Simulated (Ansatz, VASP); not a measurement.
# Cross-check of In between VASP and Ansatz, part 2 of 3

One calculation is typed for both programs; each brings its own data sets. How far apart do they land? Of the first pair: The structure shown is frame 200 of Ansatz's trajectory.

VASP 6.6.1 and Ansatz 0.2.0.

So far: Starting point; Ansatz: dynamics, PBE.

### 3. VASP: single point, PBE, pair 1

Level of this step: PBE; plane waves and PAW (In_d) (VASP).

The same cell, functional, mesh and smearing now go to VASP, with its own data sets.

Lines of VASP's logs that name or quote its potential files are left out, and so is its time.

File INCAR:

```
SYSTEM = In
PREC = Accurate
ENCUT = 400
EDIFF = 1E-06
NELM = 120
ISMEAR = -1
SIGMA = 0.05
LREAL = .FALSE.
ALGO = Normal
GGA = PE
NBANDS = 128
LORBIT = 11
LWAVE = .FALSE.
LCHARG = .FALSE.
ISIF = 2
LASPH = .TRUE.
GGA_COMPAT = .FALSE.
EFERMI = MIDGAP
```

File POSCAR:

```
In
1.0
    7.5852000000      0.0000000000      0.0000000000
    0.0000000000      7.5852000000      0.0000000000
    0.0000000000      0.0000000000      7.5852000000
In
16
Direct
    0.1931524548      0.1413014818      0.7442783315
    0.2048726467      0.5849021779      0.8625217529
    0.0455096767      0.0288060961      0.0754759268
    0.7274429152      0.5025971629      0.0272372515
    0.5789300216      0.6017639614      0.3611506618
    0.7191504509      0.1532062437      0.7369350841
    0.3831672204      0.2715287665      0.2849760059
    0.5869588145      0.9646944049      0.0987449243
    0.3007831039      0.8580788905      0.3293782629
    0.8098402152      0.2392685756      0.2956810631
    0.8847096978      0.8028397405      0.7814032590
    0.9099298634      0.8532141539      0.3910378105
    0.5074487159      0.4545166904      0.6911881031
    0.4627696040      0.8709856035      0.7149448927
    0.9772056109      0.4412672046      0.6154089543
    0.0616859147      0.5291093181      0.2312265992
```

File KPOINTS:

```
Automatic mesh
0
Gamma
1 1 1
0 0 0
```

Potentials, in the order of the species: In_d (PBE family, release 64).

Command:

```console
$ mpirun -np 4 vasp_gam
```

Numbers of over 12 decimals in the logs are rounded to 6 here.

The program printed:

```text
[banner, memory and clock lines left out]
running    4 mpi-ranks, on    1 nodes
 distrk:  each k-point on    4 cores,    1 groups
 distr:  one band on    1 cores,    4 groups

 POSCAR found type information on POSCAR In
 POSCAR found :  1 types and      16 ions
 LDA part: xc-table for (Slater+PW92), standard interpolation
 POSCAR, INCAR and KPOINTS ok, starting setup
 FFT: planning ... GRIDC
 FFT: planning ... GRID_SOFT
 FFT: planning ... GRID
 WAVECAR not read
 entering main loop
       N       E                     dE             d eps       ncg     rms          rms(c)
DAV:   1     0.276539879703E+04    0.27654E+04   -0.88731E+04   256   0.225E+03
DAV:   2     0.487967309187E+03   -0.22774E+04   -0.22372E+04   256   0.630E+02
DAV:   3    -0.766770062615E+00   -0.48873E+03   -0.45419E+03   272   0.257E+02
DAV:   4    -0.463875918339E+02   -0.45621E+02   -0.44629E+02   312   0.884E+01
DAV:   5    -0.479835837461E+02   -0.15960E+01   -0.15874E+01   304   0.159E+01    0.150E+01
DAV:   6    -0.474849373770E+02    0.49865E+00   -0.18105E+00   368   0.922E+00    0.436E+00
DAV:   7    -0.473972726043E+02    0.87665E-01   -0.84197E-01   304   0.541E+00    0.190E+00
DAV:   8    -0.473844165703E+02    0.12856E-01   -0.67945E-02   448   0.249E+00    0.837E-01
DAV:   9    -0.473859559558E+02   -0.15394E-02   -0.25497E-02   304   0.872E-01    0.279E-01
DAV:  10    -0.473861103969E+02   -0.15444E-03   -0.40373E-03   320   0.774E-01    0.211E-01
DAV:  11    -0.473861860628E+02   -0.75666E-04   -0.71547E-04   288   0.219E-01    0.954E-02
DAV:  12    -0.473861987718E+02   -0.12709E-04   -0.93742E-05   456   0.760E-02    0.446E-02
DAV:  13    -0.473861996156E+02   -0.84381E-06   -0.39517E-05   352   0.334E-02    0.129E-02
DAV:  14    -0.473861989570E+02    0.65861E-06   -0.56837E-06   272   0.381E-02
   1 F= -.47386199E+02 E0= -.47385842E+02  d E =-.714536E-03
```

OUTCAR, selected parts (step 3):

```text
ion  position               nearest neighbor table
   1  0.193  0.141  0.744-   3 2.88  14 2.90  15 2.97  13 3.39   2 3.48  11 3.48   6 3.60   9 3.90
                             7 3.90   6 3.99
   2  0.205  0.585  0.863-  15 2.77  13 2.82  11 3.00  16 3.03  14 3.13   1 3.48   4 3.88   3 3.93

  LATTYP: Found a simple cubic cell.
 ALAT       =     7.5852000000

 Subroutine GETGRP returns: Found  1 space group operations
 (whereof  1 operations were pure point group operations)

The static configuration has the point symmetry C_1 .

 Found      1 irreducible k-points:

   k-points           NKPTS =      1   k-points in BZ     NKDIM =      1   number of bands    NBANDS=    128

   dimension x,y,z NGX =    50 NGY =   50 NGZ =   50
   dimension x,y,z NGXF=   100 NGYF=  100 NGZF=  100

   ENCUT  =  400.0 eV  29.40 Ry    5.42 a.u.  12.37 12.37 12.37*2*pi/ulx,y,z

   NELECT =     208.0000    total number of electrons

 k-points in reciprocal lattice and weights: Automatic mesh
   0.00000000  0.00000000  0.00000000       1.000

 average (electrostatic) potential at core
       1 -94.2970       2 -94.5120       3 -94.5691       4 -94.7200       5 -94.5691
       6 -94.3535       7 -94.3165       8 -94.4241       9 -94.4851      10 -94.4606
      11 -94.3491      12 -94.5637      13 -94.3958      14 -94.1634      15 -94.5795
      16 -94.3798

 E-fermi :   6.9355

 k-point     1 :       0.0000    0.0000    0.0000
  band No.  band energies     occupation
    ...
    100       5.1910      2.00000
    101       5.5916      2.00000
    102       5.8899      2.00000
    103       6.1147      2.00000
    104       6.5449      1.99919
    105       7.3260      0.00081
    106       7.8674      0.00000
    107       8.1495      0.00000
    108       8.5592      0.00000
    109       8.7262      0.00000
    ...

  Total        1.8051460      3.4051459      5.4019890     -5.7788702      0.0981220     -1.2682477
  in kB        6.6270739     12.5010129     19.8318473    -21.2154581      0.3602268     -4.6560063
  external PRESSURE =      12.9866447 kB  Pullay stress =       0.0000000 kB

  energy-cutoff  :      400.00
  volume of cell :      436.42
      direct lattice vectors                 reciprocal lattice vectors
     7.585200000  0.000000000  0.000000000     0.131835680  0.000000000  0.000000000
     0.000000000  7.585200000  0.000000000     0.000000000  0.131835680  0.000000000
     0.000000000  0.000000000  7.585200000     0.000000000  0.000000000  0.131835680

 POSITION                                       TOTAL-FORCE (eV/Angst)
 -----------------------------------------------------------------------------------
      1.46510      1.07180      5.64550         0.123396      0.205870     -0.356596
      1.55400      4.43660      6.54240         0.146474      0.349178      0.508705
      0.34520      0.21850      0.57250         0.335735      0.043692      0.100799
      5.51780      3.81230      0.20660        -0.444477      0.330684     -1.053201
      4.39130      4.56450      2.73940         0.039215      0.525768     -0.404237
      5.45490      1.16210      5.58980         0.484261     -0.103402      0.124689
      2.90640      2.05960      2.16160        -0.508560     -0.337330      0.015382
      4.45220      7.31740      0.74900         0.125111     -0.116361     -0.243600
      2.28150      6.50870      2.49840        -0.122165      0.232166      0.187798
      6.14280      1.81490      2.24280        -0.504158     -0.465763      0.611249
      6.71070      6.08970      5.92710        -0.130045      0.087668     -0.216938
      6.90200      6.47180      2.96610        -0.258180      0.111245      0.363274
      3.84910      3.44760      5.24280        -0.078912     -0.063291      0.533982
      3.51020      6.60660      5.42300         0.200269     -0.351530      0.037436
      7.41230      3.34710      4.66800        -0.344870     -0.263467     -0.140515
      0.46790      4.01340      1.75390         0.936906     -0.185127     -0.068225
 -----------------------------------------------------------------------------------
    total drift:                                0.001236     -0.004264     -0.000224

  FREE ENERGIE OF THE ION-ELECTRON SYSTEM (eV)
  ---------------------------------------------------
  free  energy   TOTEN  =       -47.3861989570 eV

  energy  without entropy=      -47.3854844214  energy(sigma->0) =      -47.38584169

 total charge
# of ion       s       p       d       tot
------------------------------------------
    1        1.009   0.508   9.841  11.358
    2        0.979   0.576   9.851  11.406
    3        1.000   0.541   9.853  11.394
    4        0.941   0.551   9.855  11.347
    5        0.961   0.629   9.854  11.444
    6        0.989   0.572   9.849  11.409
    7        1.022   0.463   9.840  11.325
    8        1.010   0.497   9.849  11.356
    9        0.978   0.584   9.847  11.410
   10        0.987   0.612   9.847  11.446
   11        0.973   0.587   9.847  11.407
   12        0.966   0.574   9.849  11.388
   13        0.979   0.639   9.844  11.463
   14        0.981   0.586   9.840  11.407
   15        0.982   0.572   9.852  11.406
   16        0.960   0.622   9.843  11.425
--------------------------------------------------
tot         15.715   9.113 157.563 182.391
```

The run ends at a pressure of 1.30 GPa, with forces up to 1.2 eV/Å.

### 4. Side by side

Known differences besides the potentials themselves: the cutoff is 420 eV in Ansatz and 400 eV in VASP. Total energies have different zeros and are not compared.

Forces on 7 of the 16 atoms, those with the largest forces and the largest differences (eV/Å; atoms numbered as in POSCAR):

| atom | Ansatz x, y, z | VASP x, y, z |
| --- | --- | --- |
| In2 | 0.145, 0.349, 0.511 | 0.146, 0.349, 0.509 |
| In4 | -0.442, 0.330, -1.050 | -0.444, 0.331, -1.053 |
| In5 | 0.040, 0.527, -0.403 | 0.039, 0.526, -0.404 |
| In7 | -0.507, -0.337, 0.016 | -0.509, -0.337, 0.015 |
| In10 | -0.502, -0.465, 0.607 | -0.504, -0.466, 0.611 |
| In13 | -0.078, -0.064, 0.533 | -0.079, -0.063, 0.534 |
| In16 | 0.932, -0.187, -0.067 | 0.937, -0.185, -0.068 |

The forces differ by 1.6 meV/Å r.m.s., which is 0.5 % of the r.m.s. force of 0.357 eV/Å (both taken over all components).

### 5. Ansatz: dynamics, PBE

One frame of this run of dynamics is then solved in both programs, so the motion causes no difference.

The structure compared here is frame 400 of Ansatz's trajectory.

File input.yaml:

```yaml
crystal:
  lattice:
    - [7.5852, 0.0, 0.0]
    - [0.0, 7.5852, 0.0]
    - [0.0, 0.0, 7.5852]
  atoms:
    - { symbol: In, position: [0.29006, 0.25851, 0.8516] }
    - { symbol: In, position: [0.12977, 0.56078, 0.69742] }
    - { symbol: In, position: [0.09453, 0.13391, 0.14558] }
    - { symbol: In, position: [0.69632, 0.53229, 0.13885] }
    - { symbol: In, position: [0.4823, 0.56847, 0.44393] }
    - { symbol: In, position: [0.80908, 0.06963, 0.64918] }
    - { symbol: In, position: [0.4315, 0.20799, 0.35641] }
    - { symbol: In, position: [0.45438, 0.91964, 0.00706] }
    - { symbol: In, position: [0.22235, 0.85237, 0.35673] }
    - { symbol: In, position: [0.72121, 0.15411, 0.12542] }
    - { symbol: In, position: [0.1341, 0.92813, 0.76968] }
    - { symbol: In, position: [0.88924, 0.69238, 0.41695] }
    - { symbol: In, position: [0.47443, 0.58428, 0.84178] }
    - { symbol: In, position: [0.47847, 0.89537, 0.62642] }
    - { symbol: In, position: [0.77571, 0.44191, 0.67105] }
    - { symbol: In, position: [0.27012, 0.4983, 0.14353] }
kpoints:
  mp_grid: { grid: [1, 1, 1] }
hamiltonian:
  xc: pbe
scf:
  occupations: { method: fermi_dirac, width: 0.05 }
output:
  forces: true
  stress: true
md:
  timestep: 5.0
  n_steps: 600
  ensemble: nvt_nose_hoover
  temperature: 973
  initial_velocities: maxwell_boltzmann
  seed: 5
  temperature_schedule:
    - { n_steps: 75, end_temperature: 973 }
    - { n_steps: 75, end_temperature: 473 }
```

Command:

```console
$ ansatz run input.yaml --threads 8 --pin off --max-ram 15360MiB --backend cpu --events-out ev --progress --plain --runs-dir out
```

The program printed:

```text
[...]
Crystal: 16 atoms, lattice volume = 436.416 Å³
Basis set: ecut = 420 eV, 8409 PW (Γ), exchange–correlation on 108×108×108 points (8 copies of the dense FFT grid, shifted against one another)
Bands: 125, of which v1, the nominal top of the filled ones, is band 104 counted from 1 (103 counted from 0)
Symmetry: 1 space group operations
k-points: 1
[...]
atom  16  In    -0.02548831    -0.40482232     0.15339594
  max |Σ_I F_I| component: 1.59e-6 eV/Å
--- Stress (GPa, compression-positive) ---
       -1.603321      -0.979424       1.738224
       -0.979424      -1.726697      -1.194817
        1.738224      -1.194817      -1.422489
  P = ⅓ Tr σ = -1.5842 GPa (-15.842 kbar)
--- MD trajectory: 600 steps, t = 0.0 → 3000.0 fs ---
[...]
conserved energy: peak-to-peak 1.328e-2 eV (8.300e-4 eV/atom) over 3000.0 fs
[key lines of the parts left out:]
SCF converged after 6 iterations
Free energy (F): -89573.295314 eV
Fermi energy:    9.757809 eV
```

### 6. VASP: single point, PBE, pair 2

The same cell, functional, mesh and smearing now go to VASP, with its own data sets.

INCAR is that of step 3.

File POSCAR:

```
In
1.0
    7.5852000000      0.0000000000      0.0000000000
    0.0000000000      7.5852000000      0.0000000000
    0.0000000000      0.0000000000      7.5852000000
In
16
Direct
    0.3095106260      0.2371064705      0.8645915731
    0.2321098982      0.6863365501      0.8443416126
    0.0108105258      0.0221352107      0.1659547540
    0.8151927438      0.6509782207      0.8528054633
    0.5251278806      0.4883061752      0.1699361915
    0.7374360597      0.2423930813      0.8655803407
    0.2997943363      0.1591124822      0.3741760270
    0.5441517692      0.9281100037      0.1469704161
    0.2497758793      0.7108975373      0.3470310605
    0.7167114908      0.1916495280      0.4096134578
    0.0053129779      0.9755972156      0.7447661235
    0.8223514212      0.7349575489      0.3555608290
    0.4973237357      0.5049174709      0.6078943205
    0.5349100881      0.9291251384      0.7249248537
    0.0471444392      0.4031403259      0.5983889680
    0.0059062385      0.4332911459      0.1690660760
```

KPOINTS is that of step 3.

Command:

```console
$ mpirun -np 4 vasp_gam
```

The program printed:

```text
[... set-up lines as in an earlier step ...]
 entering main loop
       N       E                     dE             d eps       ncg     rms          rms(c)
DAV:   1     0.284136503695E+04    0.28414E+04   -0.88633E+04   280   0.224E+03
DAV:   2     0.514793672667E+03   -0.23266E+04   -0.22710E+04   256   0.663E+02
DAV:   3    -0.440086118375E+00   -0.51523E+03   -0.48704E+03   272   0.261E+02
DAV:   4    -0.476620887522E+02   -0.47222E+02   -0.45961E+02   312   0.886E+01
[...]
DAV:  13    -0.486469413337E+02   -0.30079E-07   -0.12388E-05   368   0.315E-02    0.102E-02
DAV:  14    -0.486469426428E+02   -0.13091E-05   -0.47325E-06   232   0.138E-02    0.394E-03
DAV:  15    -0.486469426668E+02   -0.23967E-07   -0.46026E-07   152   0.815E-03
   1 F= -.48646943E+02 E0= -.48609894E+02  d E =-.740965E-01
```

Parts of OUTCAR (step 6):

```text
  Total       -3.3903863     -2.5055725     -5.0168724     -0.5122195      2.1696238      0.3135955
  in kB      -12.4468271     -9.1984880    -18.4180024     -1.8804664      7.9651491      1.1512757
  external PRESSURE =     -13.3544392 kB  Pullay stress =       0.0000000 kB

 POSITION                                       TOTAL-FORCE (eV/Angst)
 -----------------------------------------------------------------------------------
      2.34770      1.79850      6.55810         0.014063      0.024291     -0.039800
      1.76060      5.20600      6.40450         0.221814     -0.460001      0.270756
      0.08200      0.16790      1.25880        -0.048284     -0.454532     -0.142792
      6.18340      4.93780      6.46870        -0.283400     -0.471169     -0.203877
      3.98320      3.70390      1.28900         0.148000     -0.399190      0.275183
      5.59360      1.83860      6.56560        -0.161494      0.419422     -0.350703
      2.27400      1.20690      2.83820         0.312286      0.021782     -0.024082
      4.12750      7.03990      1.11480        -0.280486      0.362502      0.122172
      1.89460      5.39230      2.63230        -0.197727      0.338742     -0.251775
      5.43640      1.45370      3.10700        -0.018000     -0.160103     -0.319333
      0.04030      7.40010      5.64920         0.103546      0.660259     -0.363202
      6.23770      5.57480      2.69700        -0.190165     -0.173602      0.364714
      3.77230      3.82990      4.61100         0.612826     -0.278301      0.288292
      4.05740      7.04760      5.49870        -0.045313      0.232968     -0.070352
      0.35760      3.05790      4.53890        -0.405663      0.220768      0.130519
      0.04480      3.28660      1.28240         0.217997      0.116165      0.314279
 -----------------------------------------------------------------------------------
    total drift:                                0.002150     -0.001341      0.002747

  FREE ENERGIE OF THE ION-ELECTRON SYSTEM (eV)
  ---------------------------------------------------
  free  energy   TOTEN  =       -48.6469426668 eV

  energy  without entropy=      -48.5728461223  energy(sigma->0) =      -48.60989439

[... 2 parts as in an earlier step ...]

[... 1 further part left out ...]
[key lines of the parts left out:]
E-fermi :   7.0919
```

The run ends at a pressure of -1.34 GPa, with forces up to 0.76 eV/Å.

### 7. Differences

Forces on 8 of the 16 atoms, those with the largest forces and the largest differences (eV/Å; atoms numbered as in POSCAR):

| atom | Ansatz x, y, z | VASP x, y, z |
| --- | --- | --- |
| In2 | 0.222, -0.460, 0.271 | 0.222, -0.460, 0.271 |
| In4 | -0.282, -0.470, -0.203 | -0.283, -0.471, -0.204 |
| In5 | 0.147, -0.400, 0.275 | 0.148, -0.399, 0.275 |
| In6 | -0.163, 0.421, -0.350 | -0.161, 0.419, -0.351 |
| In11 | 0.104, 0.659, -0.359 | 0.104, 0.660, -0.363 |
| In12 | -0.188, -0.171, 0.364 | -0.190, -0.174, 0.365 |
| In13 | 0.612, -0.278, 0.286 | 0.613, -0.278, 0.288 |
| In15 | -0.406, 0.220, 0.128 | -0.406, 0.221, 0.131 |

The forces differ by 1.2 meV/Å r.m.s., which is 0.4 % of the r.m.s. force of 0.286 eV/Å (both taken over all components).

(Continued in part 3 of 3.)

[Lines on the potential files, build, host, timing and source positions are cut from VASP's logs without a mark.]

[Logs are printed without paths, hosts, clocks, repeated set-up lines and the standing remarks that a program may print on its own settings, such as how far it seeks lower states.]

[Hosts, paths, dates, database ids (printed as entryN), source tags and the programs' standing remarks are cut or masked in the printed files.]
